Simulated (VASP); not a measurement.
Data:

```
Ta
1.0
   -1.64195     1.64195     1.64195
    1.64195    -1.64195     1.64195
    1.64195     1.64195    -1.64195
Ta
1
Cartesian
  0.00000   0.00000   0.00000
```

Calculation: PBEsol GGA with spin-orbit coupling, VASP's PBE PAW potentials (set 64) (plane waves; VASP 6.6.1). Numerical set-up: 400 eV cut-off, 14×14×14 Γ-centred mesh, Gaussian smearing of 0.050 eV, potentials Ta_pv.

### Question
Give the energies of bands 7 to 17 at the high-symmetry points, in eV from the Fermi level.

### Answer

```json
[
 {"band": "7", "Γ": "-7.94", "H": "-3.87", "N": "-4.42", "P": "-1.59"},
 {"band": "8", "Γ": "-7.94", "H": "-3.87", "N": "-4.42", "P": "-1.59"},
 {"band": "9", "Γ": "0.60", "H": "-3.87", "N": "-1.57", "P": "-0.98"},
 {"band": "10", "Γ": "0.60", "H": "-3.87", "N": "-1.57", "P": "-0.98"},
 {"band": "11", "Γ": "0.60", "H": "6.82", "N": "1.78", "P": "-0.98"},
 {"band": "12", "Γ": "0.60", "H": "6.82", "N": "1.78", "P": "-0.98"},
 {"band": "13", "Γ": "1.02", "H": "6.82", "N": "3.96", "P": "5.21"},
 {"band": "14", "Γ": "1.02", "H": "6.82", "N": "3.96", "P": "5.21"},
 {"band": "15", "Γ": "4.13", "H": "7.43", "N": "5.03", "P": "5.21"},
 {"band": "16", "Γ": "4.13", "H": "7.43", "N": "5.03", "P": "5.21"},
 {"band": "17", "Γ": "4.13", "H": "7.55", "N": "8.03", "P": "7.29"}
]
```

It has no gap at this level: it comes out as a metal or semimetal.

The structure comes from a measured Ta entry (Im-3m) of the Crystallography Open Database, whose conditions weren't checked. It was relaxed first.
